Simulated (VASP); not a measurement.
# MgI2: structure and properties in VASP, part 4 of 7

What structure does MgI2 take at this level, and what are its properties? The start is a cell from a database of measured crystal structures.

VASP 6.6.1, plane waves and PAW; the level of theory is named at each step.

So far, gap on the k-mesh (eV): step 2 (full relaxation (AM05 + D4)) 3.60; step 5 (density of states (AM05 + D4)) 3.61.

The database entry behind the starting cell has ideal inner coordinates that were not refined, so it need not match the best structure at ambient conditions.

## 7. NMR shifts (AM05 + D4)

Level of this step: AM05 with D4; plane waves and PAW (I, Mg) (VASP).

LCHIMAG gives the shielding of each nucleus by linear response to a magnetic field, which needs a gap and tight orbitals.

INCAR reads:

```
SYSTEM = MgI2
PREC = Accurate
ENCUT = 400
EDIFF = 1E-08
NELM = 100
ISMEAR = 0
SIGMA = 0.05
LREAL = .FALSE.
ALGO = Normal
GGA = AM
IVDW = 13
LORBIT = 11
LWAVE = .FALSE.
LCHARG = .FALSE.
LCHIMAG = .TRUE.
DQ = 0.001
ICHIBARE = 1
LNMR_SYM_RED = .TRUE.
LASPH = .TRUE.
```

POSCAR reads:

```
MgI2
1.0
    4.1226219969      0.0000000000      0.0000000000
   -2.0613109984      3.5702953795      0.0000000000
    0.0000000000      0.0000000000      6.9637543950
I Mg
2 1
Direct
    0.6666666667      0.3333333333      0.7608283187
    0.3333333333      0.6666666667      0.2391716813
    0.0000000000      0.0000000000      0.0000000000
```

KPOINTS reads:

```
Automatic mesh
0
Gamma
5 5 3
0 0 0
```

PAW data sets: I and Mg (PBE family, release 64).

Command:

```
$ mpirun -np 1 vasp_std
```

The program printed:

```text
[... set-up lines as in an earlier step ...]
 entering main loop
       N       E                     dE             d eps       ncg     rms          rms(c)
DAV:   1     0.716724680859E+02    0.71672E+02   -0.51901E+03   288   0.849E+02
DAV:   2    -0.227357532037E+01   -0.73946E+02   -0.69104E+02   428   0.140E+02
DAV:   3    -0.783076772512E+01   -0.55572E+01   -0.55407E+01   360   0.459E+01
DAV:   4    -0.793670768386E+01   -0.10594E+00   -0.10592E+00   396   0.802E+00
DAV:   5    -0.793811390074E+01   -0.14062E-02   -0.14060E-02   372   0.935E-01    0.417E+00
DAV:   6    -0.780378335297E+01    0.13433E+00   -0.15012E-01   308   0.212E+00    0.273E+00
DAV:   7    -0.777428104059E+01    0.29502E-01   -0.13893E-01   320   0.210E+00    0.717E-01
DAV:   8    -0.777286044809E+01    0.14206E-02   -0.89488E-03   348   0.585E-01    0.249E-01
DAV:   9    -0.777300053098E+01   -0.14008E-03   -0.88123E-04   340   0.228E-01    0.816E-02
DAV:  10    -0.777298892178E+01    0.11609E-04   -0.28378E-05   372   0.436E-02    0.330E-02
DAV:  11    -0.777300200711E+01   -0.13085E-04   -0.21826E-05   328   0.343E-02    0.231E-02
DAV:  12    -0.777300281220E+01   -0.80510E-06   -0.12859E-06   356   0.665E-03    0.923E-03
DAV:  13    -0.777300318615E+01   -0.37395E-06   -0.11836E-07   340   0.227E-03    0.240E-03
DAV:  14    -0.777300365105E+01   -0.46490E-06   -0.63097E-07   320   0.568E-03    0.379E-03
DAV:  15    -0.777300363078E+01    0.20275E-07   -0.14048E-08   284   0.857E-04    0.290E-03
DAV:  16    -0.777300358029E+01    0.50488E-07   -0.57515E-09   200   0.530E-04    0.827E-04
DAV:  17    -0.777300355611E+01    0.24183E-07   -0.41986E-09   228   0.441E-04    0.445E-04
DAV:  18    -0.777300356041E+01   -0.43071E-08   -0.34878E-10   192   0.175E-04
   1 F= -.82811615E+01 E0= -.82811615E+01  d E =-.159128E-15
DAV:   1    -0.291559538238E+02   -0.29156E+02   -0.79709E-11   192   0.482E-05
DAV:   2    -0.291559538239E+02   -0.45983E-10   -0.58203E-12   192   0.156E-05
BDIR= 1  IDIR= 2  IQ= -1
DAV:   1    -0.582951009137E+02   -0.58295E+02   -0.13167E-02   692   0.668E-01
DAV:   2    -0.582952374665E+02   -0.13655E-03   -0.13655E-03   656   0.182E-01
DAV:   3    -0.582952402434E+02   -0.27769E-05   -0.27769E-05   820   0.400E-02
DAV:   4    -0.582952402845E+02   -0.41156E-07   -0.41089E-07   704   0.318E-03
DAV:   5    -0.582952402859E+02   -0.13506E-08   -0.14154E-08   576   0.709E-04
       N       E                     dE             d eps       ncg     rms
RMM:   1    -0.704484782588E+02   -0.70448E+02   -0.12334E+02   996   0.366E+01
RMM:   2    -0.717665795205E+02   -0.13181E+01   -0.20425E+00  1098   0.664E+00
RMM:   3    -0.718271698321E+02   -0.60590E-01   -0.91043E-02  1132   0.122E+00
RMM:   4    -0.718306104424E+02   -0.34406E-02   -0.78589E-03  1132   0.292E-01
RMM:   5    -0.718309658155E+02   -0.35537E-03   -0.59621E-04  1145   0.745E-02
RMM:   6    -0.718309960593E+02   -0.30244E-04   -0.68601E-05  1148   0.206E-02
RMM:   7    -0.718309993578E+02   -0.32985E-05   -0.54142E-06  1135   0.583E-03
RMM:   8    -0.718309996612E+02   -0.30332E-06   -0.67625E-07  1014   0.169E-03
RMM:   9    -0.718309996941E+02   -0.32975E-07   -0.54160E-08   756   0.527E-04
RMM:  10    -0.718309996973E+02   -0.31830E-08   -0.68496E-09   630   0.241E-04
BDIR= 1  IDIR= 2  IQ=  0
DAV:   1    -0.583119107061E+02   -0.58312E+02   -0.13257E-10   384   0.907E-05
DAV:   2    -0.583119107061E+02    0.66223E-11   -0.16805E-11   384   0.320E-05
       N       E                     dE             d eps       ncg     rms
RMM:   1    -0.704479031869E+02   -0.70448E+02   -0.12330E+02   996   0.366E+01
RMM:   2    -0.717648633874E+02   -0.13170E+01   -0.20373E+00  1099   0.664E+00
RMM:   3    -0.718250980681E+02   -0.60235E-01   -0.90659E-02  1124   0.122E+00
RMM:   4    -0.718285185498E+02   -0.34205E-02   -0.78057E-03  1123   0.292E-01
RMM:   5    -0.718288709527E+02   -0.35240E-03   -0.59188E-04  1125   0.743E-02
RMM:   6    -0.718289009536E+02   -0.30001E-04   -0.67927E-05  1127   0.204E-02
RMM:   7    -0.718289042193E+02   -0.32657E-05   -0.53608E-06  1099   0.575E-03
RMM:   8    -0.718289045202E+02   -0.30088E-06   -0.67070E-07   986   0.167E-03
RMM:   9    -0.718289045529E+02   -0.32694E-07   -0.53749E-08   731   0.522E-04
RMM:  10    -0.718289045561E+02   -0.31619E-08   -0.68264E-09   605   0.240E-04
BDIR= 1  IDIR= 2  IQ=  1
DAV:   1    -0.583284892252E+02   -0.58328E+02   -0.13157E-02   692   0.668E-01
DAV:   2    -0.583286252608E+02   -0.13604E-03   -0.13604E-03   648   0.182E-01
DAV:   3    -0.583286280364E+02   -0.27756E-05   -0.27755E-05   836   0.400E-02
DAV:   4    -0.583286280750E+02   -0.38667E-07   -0.38653E-07   704   0.309E-03
DAV:   5    -0.583286280763E+02   -0.12904E-08   -0.13127E-08   564   0.677E-04
       N       E                     dE             d eps       ncg     rms
RMM:   1    -0.704459367459E+02   -0.70446E+02   -0.12325E+02   996   0.366E+01
RMM:   2    -0.717617748362E+02   -0.13158E+01   -0.20322E+00  1098   0.664E+00
RMM:   3    -0.718216713867E+02   -0.59897E-01   -0.90307E-02  1132   0.122E+00
RMM:   4    -0.718250737521E+02   -0.34024E-02   -0.77584E-03  1132   0.291E-01
RMM:   5    -0.718254235679E+02   -0.34982E-03   -0.58887E-04  1140   0.743E-02
RMM:   6    -0.718254534287E+02   -0.29861E-04   -0.67603E-05  1144   0.205E-02
RMM:   7    -0.718254566769E+02   -0.32482E-05   -0.53447E-06  1132   0.581E-03
RMM:   8    -0.718254569765E+02   -0.29957E-06   -0.66668E-07  1013   0.168E-03
RMM:   9    -0.718254570090E+02   -0.32504E-07   -0.53464E-08   755   0.525E-04
RMM:  10    -0.718254570121E+02   -0.31477E-08   -0.67656E-09   630   0.241E-04
BDIR= 1  IDIR= 3  IQ= -1
DAV:   1    -0.583132634491E+02   -0.58313E+02   -0.12983E-02   652   0.674E-01
DAV:   2    -0.583134019074E+02   -0.13846E-03   -0.13846E-03   660   0.183E-01
DAV:   3    -0.583134046455E+02   -0.27381E-05   -0.27381E-05   772   0.403E-02
DAV:   4    -0.583134047085E+02   -0.63044E-07   -0.63073E-07   672   0.426E-03
DAV:   5    -0.583134047108E+02   -0.22996E-08   -0.22697E-08   600   0.104E-03
       N       E                     dE             d eps       ncg     rms
RMM:   1    -0.709081163443E+02   -0.70908E+02   -0.13454E+02  1018   0.374E+01
RMM:   2    -0.722656422680E+02   -0.13575E+01   -0.24415E+00  1120   0.678E+00
RMM:   3    -0.723284998110E+02   -0.62858E-01   -0.93437E-02  1130   0.131E+00
RMM:   4    -0.723319685565E+02   -0.34687E-02   -0.79550E-03  1138   0.322E-01
RMM:   5    -0.723323431810E+02   -0.37462E-03   -0.64445E-04  1140   0.847E-02
RMM:   6    -0.723323767903E+02   -0.33609E-04   -0.78152E-05  1143   0.240E-02
RMM:   7    -0.723323810105E+02   -0.42202E-05   -0.69984E-06  1112   0.695E-03
[...]
RLQ:   7    -0.747298209732E+00   -0.43635E-07   -0.63040E-08   650   0.679E-04
RLQ:   8    -0.747298213607E+00   -0.38753E-08   -0.84967E-09   486   0.279E-04
BDIR= 3  IDIR= 1  IQ= -1
DAV:   1    -0.583155415633E+02   -0.58316E+02   -0.13158E-02   704   0.668E-01
DAV:   2    -0.583156786175E+02   -0.13705E-03   -0.13705E-03   640   0.183E-01
DAV:   3    -0.583156814335E+02   -0.28160E-05   -0.28160E-05   856   0.402E-02
DAV:   4    -0.583156814669E+02   -0.33391E-07   -0.33381E-07   732   0.279E-03
DAV:   5    -0.583156814680E+02   -0.10975E-08   -0.11150E-08   588   0.572E-04
       N       E                     dE             d eps       ncg     rms
RMM:   1    -0.708725141783E+02   -0.70873E+02   -0.13439E+02  1019   0.374E+01
RMM:   2    -0.722284737871E+02   -0.13560E+01   -0.24392E+00  1120   0.678E+00
RMM:   3    -0.722915157756E+02   -0.63042E-01   -0.93751E-02  1129   0.131E+00
RMM:   4    -0.722950062614E+02   -0.34905E-02   -0.80017E-03  1134   0.323E-01
RMM:   5    -0.722953838230E+02   -0.37756E-03   -0.64854E-04  1133   0.849E-02
RMM:   6    -0.722954176546E+02   -0.33832E-04   -0.78591E-05  1137   0.241E-02
RMM:   7    -0.722954218969E+02   -0.42423E-05   -0.70307E-06  1116   0.698E-03
RMM:   8    -0.722954223154E+02   -0.41855E-06   -0.99846E-07  1035   0.211E-03
RMM:   9    -0.722954223724E+02   -0.56950E-07   -0.92593E-08   808   0.669E-04
RMM:  10    -0.722954223782E+02   -0.58339E-08   -0.14097E-08   652   0.285E-04
BDIR= 3  IDIR= 1  IQ=  0
DAV:   1    -0.583119107060E+02   -0.58312E+02   -0.13229E-10   384   0.907E-05
DAV:   2    -0.583119107060E+02   -0.17373E-10   -0.17707E-11   384   0.320E-05
       N       E                     dE             d eps       ncg     rms
RMM:   1    -0.709103359668E+02   -0.70910E+02   -0.13454E+02  1018   0.374E+01
RMM:   2    -0.722671737374E+02   -0.13568E+01   -0.24372E+00  1119   0.678E+00
RMM:   3    -0.723299918332E+02   -0.62818E-01   -0.93428E-02  1130   0.131E+00
RMM:   4    -0.723334579976E+02   -0.34662E-02   -0.79410E-03  1133   0.322E-01
RMM:   5    -0.723338314326E+02   -0.37344E-03   -0.64193E-04  1132   0.847E-02
RMM:   6    -0.723338648375E+02   -0.33405E-04   -0.77557E-05  1134   0.239E-02
RMM:   7    -0.723338690150E+02   -0.41775E-05   -0.69288E-06  1105   0.692E-03
RMM:   8    -0.723338694271E+02   -0.41203E-06   -0.98222E-07  1004   0.209E-03
RMM:   9    -0.723338694830E+02   -0.55951E-07   -0.91037E-08   790   0.664E-04
RMM:  10    -0.723338694888E+02   -0.57344E-08   -0.13840E-08   633   0.284E-04
BDIR= 3  IDIR= 1  IQ=  1
DAV:   1    -0.583080479247E+02   -0.58308E+02   -0.13151E-02   700   0.668E-01
DAV:   2    -0.583081841283E+02   -0.13620E-03   -0.13620E-03   644   0.182E-01
DAV:   3    -0.583081869372E+02   -0.28089E-05   -0.28090E-05   860   0.402E-02
DAV:   4    -0.583081869706E+02   -0.33355E-07   -0.33324E-07   716   0.278E-03
DAV:   5    -0.583081869716E+02   -0.10789E-08   -0.11147E-08   604   0.570E-04
       N       E                     dE             d eps       ncg     rms
RMM:   1    -0.709462723812E+02   -0.70946E+02   -0.13468E+02  1019   0.374E+01
RMM:   2    -0.723038269162E+02   -0.13576E+01   -0.24344E+00  1120   0.678E+00
RMM:   3    -0.723664280512E+02   -0.62601E-01   -0.93132E-02  1129   0.131E+00
RMM:   4    -0.723698716935E+02   -0.34436E-02   -0.78853E-03  1132   0.322E-01
RMM:   5    -0.723702413502E+02   -0.36966E-03   -0.63629E-04  1134   0.847E-02
RMM:   6    -0.723702743973E+02   -0.33047E-04   -0.76681E-05  1137   0.240E-02
RMM:   7    -0.723702785213E+02   -0.41240E-05   -0.68472E-06  1117   0.695E-03
RMM:   8    -0.723702789283E+02   -0.40702E-06   -0.96930E-07  1029   0.210E-03
RMM:   9    -0.723702789835E+02   -0.55139E-07   -0.89758E-08   809   0.665E-04
RMM:  10    -0.723702789891E+02   -0.56518E-08   -0.13650E-08   652   0.283E-04
BDIR= 3  IDIR= 2  IQ= -1
DAV:   1    -0.582951009138E+02   -0.58295E+02   -0.13167E-02   692   0.668E-01
DAV:   2    -0.582952374665E+02   -0.13655E-03   -0.13655E-03   656   0.182E-01
DAV:   3    -0.582952402434E+02   -0.27769E-05   -0.27769E-05   820   0.400E-02
DAV:   4    -0.582952402845E+02   -0.41119E-07   -0.41089E-07   704   0.318E-03
DAV:   5    -0.582952402859E+02   -0.14578E-08   -0.14157E-08   576   0.709E-04
       N       E                     dE             d eps       ncg     rms
RMM:   1    -0.708356023606E+02   -0.70836E+02   -0.13384E+02   998   0.375E+01
RMM:   2    -0.722553360790E+02   -0.14197E+01   -0.25407E+00  1085   0.689E+00
RMM:   3    -0.723228626588E+02   -0.67527E-01   -0.97850E-02  1078   0.135E+00
RMM:   4    -0.723265665758E+02   -0.37039E-02   -0.85232E-03  1090   0.330E-01
RMM:   5    -0.723269703062E+02   -0.40373E-03   -0.69077E-04  1087   0.869E-02
RMM:   6    -0.723270069049E+02   -0.36599E-04   -0.85215E-05  1095   0.247E-02
RMM:   7    -0.723270115289E+02   -0.46240E-05   -0.77196E-06  1038   0.720E-03
RMM:   8    -0.723270120010E+02   -0.47208E-06   -0.11606E-06   911   0.220E-03
RMM:   9    -0.723270120603E+02   -0.59294E-07   -0.95749E-08   708   0.691E-04
RMM:  10    -0.723270120664E+02   -0.60927E-08   -0.14429E-08   585   0.293E-04
BDIR= 3  IDIR= 2  IQ=  0
DAV:   1    -0.583119107061E+02   -0.58312E+02   -0.13371E-10   384   0.907E-05
DAV:   2    -0.583119107061E+02   -0.55429E-10   -0.19232E-11   384   0.320E-05
       N       E                     dE             d eps       ncg     rms
RMM:   1    -0.708424664561E+02   -0.70842E+02   -0.13387E+02   997   0.375E+01
RMM:   2    -0.722623634432E+02   -0.14199E+01   -0.25397E+00  1086   0.689E+00
RMM:   3    -0.723297399067E+02   -0.67376E-01   -0.97635E-02  1080   0.134E+00
RMM:   4    -0.723334275890E+02   -0.36877E-02   -0.84812E-03  1092   0.330E-01
RMM:   5    -0.723338283562E+02   -0.40077E-03   -0.68635E-04  1085   0.868E-02
RMM:   6    -0.723338646717E+02   -0.36316E-04   -0.84524E-05  1095   0.246E-02
RMM:   7    -0.723338692519E+02   -0.45803E-05   -0.76523E-06  1039   0.718E-03
RMM:   8    -0.723338697200E+02   -0.46805E-06   -0.11516E-06   911   0.219E-03
RMM:   9    -0.723338697785E+02   -0.58522E-07   -0.94407E-08   711   0.689E-04
RMM:  10    -0.723338697845E+02   -0.60067E-08   -0.14214E-08   581   0.292E-04
BDIR= 3  IDIR= 2  IQ=  1
DAV:   1    -0.583284892252E+02   -0.58328E+02   -0.13157E-02   692   0.668E-01
DAV:   2    -0.583286252608E+02   -0.13604E-03   -0.13604E-03   648   0.182E-01
DAV:   3    -0.583286280364E+02   -0.27756E-05   -0.27755E-05   836   0.400E-02
DAV:   4    -0.583286280750E+02   -0.38621E-07   -0.38653E-07   704   0.309E-03
DAV:   5    -0.583286280763E+02   -0.12806E-08   -0.13125E-08   564   0.677E-04
       N       E                     dE             d eps       ncg     rms
RMM:   1    -0.708473578843E+02   -0.70847E+02   -0.13388E+02   997   0.375E+01
RMM:   2    -0.722671827029E+02   -0.14198E+01   -0.25380E+00  1086   0.690E+00
RMM:   3    -0.723343998238E+02   -0.67217E-01   -0.97420E-02  1080   0.134E+00
RMM:   4    -0.723380714424E+02   -0.36716E-02   -0.84395E-03  1092   0.330E-01
RMM:   5    -0.723384692738E+02   -0.39783E-03   -0.68199E-04  1086   0.867E-02
RMM:   6    -0.723385053092E+02   -0.36035E-04   -0.83843E-05  1095   0.246E-02
RMM:   7    -0.723385098466E+02   -0.45373E-05   -0.75866E-06  1039   0.716E-03
RMM:   8    -0.723385103107E+02   -0.46412E-06   -0.11428E-06   910   0.219E-03
RMM:   9    -0.723385103684E+02   -0.57755E-07   -0.93091E-08   711   0.687E-04
RMM:  10    -0.723385103744E+02   -0.59209E-08   -0.14016E-08   587   0.292E-04
       N       E                     dE             d eps       ncg     rms
RLQ:   1    -0.735014168711E+00   -0.73501E+00   -0.11949E+00   795   0.456E+00
RLQ:   2    -0.747528917909E+00   -0.12515E-01   -0.33269E-02   979   0.563E-01
RLQ:   3    -0.748459121279E+00   -0.93020E-03   -0.76056E-04   968   0.960E-02
RLQ:   4    -0.748492208596E+00   -0.33087E-04   -0.75388E-05   973   0.219E-02
RLQ:   5    -0.748496052916E+00   -0.38443E-05   -0.52332E-06   839   0.572E-03
RLQ:   6    -0.748496338206E+00   -0.28529E-06   -0.64150E-07   745   0.161E-03
RLQ:   7    -0.748496371959E+00   -0.33753E-07   -0.45561E-08   514   0.519E-04
RLQ:   8    -0.748496374575E+00   -0.26159E-08   -0.58962E-09   430   0.236E-04
```

It took 10 min on 1 MPI rank of AMD EPYC 7R43, shared host; peak memory 0.24 GiB.

From OUTCAR (step 7):

```text
   k-points           NKPTS =     12   k-points in BZ     NKDIM =     12   number of bands    NBANDS=     12

   NELECT =      16.0000    total number of electrons

  DFT-D4 for vdW energy calculation

  Edisp (eV):   -0.50816

  Total       0.01623     0.01623     0.00862     0.00000     0.00000    -0.00000
  in kB       0.25366     0.25366     0.13470     0.00000     0.00000    -0.00000
  external pressure =        0.21 kB  Pullay stress =        0.00 kB

 POSITION                                       TOTAL-FORCE (eV/Angst)
 -----------------------------------------------------------------------------------
      2.06131      1.19010      5.29822        -0.000000      0.000000      0.012265
     -0.00000      2.38020      1.66553        -0.000000     -0.000000     -0.012265
      0.00000      0.00000      0.00000         0.000000      0.000000      0.000000
 -----------------------------------------------------------------------------------
    total drift:                                0.000000     -0.000000     -0.000000

  ORBITAL MAGNETIC SUSCEPTIBILITY, excluding core contribution
 -------------------------------------------------------------
  Approximate magnetic susceptibility, pGv (10^-6 cm^3/mole)
     1        -67.707240         -0.000000          0.000000
     2         -0.000000        -67.657269          0.910510
     3          0.000000          1.209260       -116.876971
 -------------------------------------------------------------
  Approximate magnetic susceptibility, vGv (10^-6 cm^3/mole)
     1        -74.191842         -0.000000          0.000000
     2         -0.000000        -73.999012          0.648413
     3          0.000000          0.900420       -120.003081

  Core NMR properties

  typ  El   Core shielding (ppm)
 ----------------------------
    1  I     5708.6257333
    2  Mg     695.6707301
 ----------------------------

  CSA tensor (J. Mason, Solid State Nucl. Magn. Reson. 2, 285 (1993))
  for chemical shielding  (including the isotropic core contribution)

  BDIR labels direction of applied magnetic field (i.e. B0)
  For BDIR==1, B0 along x-axis, etc.
  Induced field listed along cartesian directions for each BDIR
 ------------------------------------------------------------------------------------------
                 EXCLUDING G=0 CONTRIBUTION              INCLUDING G=0 CONTRIBUTION
 ------------------------------------------------------------------------------------------
  ion  BDIR            X           Y           Z                X           Y           Z
          (   iso_shield        span        skew ) (   iso_shield        span        skew )
 ------------------------------------------------------------------------------------------
    1     1    3760.0212     -0.0000     -0.0000        3773.4768     -0.0000     -0.0000
          2      -0.0000   3760.0339     -0.0579          -0.0000   3773.4826     -0.1815
          3       0.0000      0.1149   3549.1422          -0.0000     -0.0492   3569.2711
          (    3689.7324    210.8917     -0.9999 ) (    3705.4102    204.2117     -0.9999 )

    2     1    3760.0212     -0.0000     -0.0000        3773.4768     -0.0000     -0.0000
          2      -0.0000   3760.0339     -0.0579          -0.0000   3773.4826     -0.1815
          3       0.0000      0.1149   3549.1422          -0.0000     -0.0492   3569.2711
          (    3689.7324    210.8917     -0.9999 ) (    3705.4102    204.2117     -0.9999 )

    3     1     559.3353     -0.0000      0.0000         572.7908     -0.0000     -0.0000
          2      -0.0000    559.3387      0.0043          -0.0000    572.7874     -0.1192
          3       0.0000      0.0060    556.3939          -0.0000     -0.1581    576.5228
          (     558.3560      2.9448     -0.9977 ) (     574.0337      3.7457      0.9955 )
 ------------------------------------------------------------------------------------------

[... 6 parts as in an earlier step ...]

[... 4 further parts left out ...]
```

Spin-orbit coupling is left out, which changes shieldings on and beside heavy atoms by much.

A gap read on the k-mesh alone can miss the band edges.

This step gave:

```
irreducible k-points   : 12
free energy (TOTEN)    : -8.281 eV
Fermi energy           : 2.505 eV
pressure               : 0.02140 GPa
conduction bottom at k : 0, 0.4, 0.3333
gap on the k-mesh      : 3.672 eV
```

Valence and core; the G = 0 term is that of a spherical sample. NMR shielding, by row:

```
atom  isotropic shielding (ppm)  span (ppm)     skew  isotropic shielding without the G = 0 term (ppm)
  I1                       3705       204.2  -0.9999                                              3690
  I2                       3705       204.2  -0.9999                                              3690
 Mg3                        574       3.746   0.9955                                             558.4
```

[end of part 4 of 7]

[Lines on the potential files, build, host, timing and source positions are cut from VASP's logs without a mark.]

[Logs are printed without paths, hosts, clocks, repeated set-up lines and the standing remarks that a program may print on its own settings, such as how far it seeks lower states.]

[Hosts, paths, dates, database ids (printed as entryN), source tags and the programs' standing remarks are cut or masked in the printed files.]

[A measured line is paired with the nearest computed mode of its activity, which favours agreement.]

[In band tables of VASP the shares of atoms and orbitals are scaled to a sum of 1 inside the atoms' spheres.]
